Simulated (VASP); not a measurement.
The system is ZnS.

```xyz
2
Lattice="0.0000 2.7020 2.7020 2.7020 0.0000 2.7020 2.7020 2.7020 0.0000" Properties=species:S:1:pos:R:3 pbc="T T T"
Zn    4.0530    4.0530    4.0530
S     0.0000    0.0000    0.0000
```

* Program: VASP 6.6.1
* Task: relaxation of cell and atoms
* Functional: PBE
* Potentials or basis: VASP PAW PBE potentials, release 64 (Zn, S)
* Cutoff: 520 eV
* k mesh: 9 × 9 × 9
* Occupations: gaussian, width 0.1 eV
* Spin: no spin polarisation

At the start: pressure 1.8 GPa; volume 19.73 Å³/atom.

Problem. How do energy, volume and symmetry change on relaxing?

Solution. Over 3 steps the energy falls by 2.5 meV/atom and the volume is 20.20 Å³/atom (+2.4 %); space group F-43m (No. 216, to 0.05 Å).

Step by step:
| step | energy change (eV) | largest force (eV/Å) | pressure (GPa) | volume (Å³) |
| --- | --- | --- | --- | --- |
| 1 | 0.0000 | 0.0000 | 1.78 | 39.45 |
| 2 | -0.0046 | 0.0000 | -0.51 | 40.71 |
| 3 | -0.0051 | 0.0000 | 0.05 | 40.40 |

Final structure:
```xyz
2
Lattice="0.0000 2.7235 2.7235 2.7235 0.0000 2.7235 2.7235 2.7235 0.0000" Properties=species:S:1:pos:R:3 pbc="T T T"
Zn    4.0853    4.0853    4.0853
S     0.0000    0.0000    0.0000
```
